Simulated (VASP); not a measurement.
Computed with PBEsol GGA, VASP's PBE PAW potentials (set 64) (plane waves; VASP 6.6.1).

A VASP calculation is set up with these files.

### POSCAR
```
Mg3Sb2
7.1789980
  0.3174559363  -0.5498498329   0.0000000000
  0.3174559363   0.5498498329   0.0000000000
  0.0000000000   0.0000000000   0.9999999404
Mg Sb
3 2
Cartesian
  0.3174559363  -0.5498498329   0.0000000000
  0.3174559363   0.1832836442   0.6329261880
  0.3174559363  -0.1832836442   0.3670737524
  0.3174559363   0.1832836442   0.2238880969
  0.3174559363  -0.1832836442   0.7761118436
```

File KPOINTS:
```
Automatic mesh
0
G
  13 13 7
0 0 0
```

### INCAR
```
SYSTEM = Mg3Sb2
PREC = Accurate
ENCUT = 400
EDIFF = 1E-7
NELM = 100
ALGO = Normal
LREAL = .FALSE.
LASPH = .TRUE.
ISMEAR = 0
SIGMA = 0.01
GGA = PS
LMAXMIX = 4
LWAVE = .FALSE.
LCHARG = .FALSE.
LOPTICS = .TRUE.
NBANDS = 36
NEDOS = 1001
CSHIFT = 0.1
```

POTCAR, in this order: Mg Sb (PBE.64 set). Program: vasp_std.

Q: What will the output report for the number of irreducible k-points (NKPTS), largest plane-wave count, number of space-group operations, FFT grid (NGX, NGY, NGZ)?

A: 
| Item | Result |
|---|---|
| number of irreducible k-points (NKPTS) | 126 |
| largest plane-wave count | 2382 |
| number of space-group operations | 12 |
| FFT grid (NGX, NGY, NGZ) | 30 × 30 × 48 |

The compound is Mg3Sb2 in the a-la2o3 structure. It was relaxed first.
